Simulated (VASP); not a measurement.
An input for Quantum ESPRESSO's pw.x (written as the equivalent of a VASP run, and not itself run):

```
&CONTROL
  calculation = 'scf'
  pseudo_dir = './pseudo'
  outdir = './out'
  tprnfor = .true.
  tstress = .true.
/
&SYSTEM
  ibrav = 0
  nat = 2
  ntyp = 2
  ecutwfc = 88
  occupations = 'tetrahedra'
  input_dft = 'pbesol'
/
&ELECTRONS
  conv_thr = 7.3e-09
  electron_maxstep = 100
/
ATOMIC_SPECIES
  Na 22.990 Na.upf
  F 18.998 F.upf
CELL_PARAMETERS angstrom
     0.0000000    2.3150000    2.3150000
     2.3150000    0.0000000    2.3150000
     2.3150000    2.3150000    0.0000000
ATOMIC_POSITIONS crystal
  Na   0.0000000  0.0000000  0.0000000
  F    0.5000000  0.5000000  0.5000000
K_POINTS automatic
  11 11 11 0 0 0
```

Q: Write the VASP files for the same calculation (PBEsol).

A: One answer among several that fit: 
### INCAR
```
! general
SYSTEM  =  NaF
PREC    =  Accurate
ENCUT   =  520
LREAL   =  .False.
LASPH   =  .True.

! electronic loop
EDIFF   =  1E-7
NELM    =  100
ALGO    =  Normal

! smearing
ISMEAR  =  -5

! functional
GGA     =  PS

! ions
ISIF    =  2

! output
LWAVE   =  .False.
LCHARG  =  .True.
LORBIT  =  11
NEDOS   =  601
```

File KPOINTS:
```
K-points
0
Gamma
  11 11 11
0 0 0
```

### POSCAR
```
NaF
1
    0.0000000000     2.3150000000     2.3150000000
    2.3150000000     0.0000000000     2.3150000000
    2.3150000000     2.3150000000     0.0000000000
Na F
1 1
Direct
  0.0000000000   0.0000000000   0.0000000000
  0.5000000000   0.5000000000   0.5000000000
```

POTCAR, in this order: Na_pv F (PBE.64 set). Program: vasp_std.

Limits of the translation: the potentials are each code's own (VASP's PAW set, PseudoDojo norm-conserving files in pw.x), so ENCUT and ecutwfc are chosen apart and not converted; conv_thr bounds pw.x's estimated SCF error, while EDIFF bounds the energy change between steps.

The compound is NaF in the rock salt structure. The cell was not relaxed at this level.
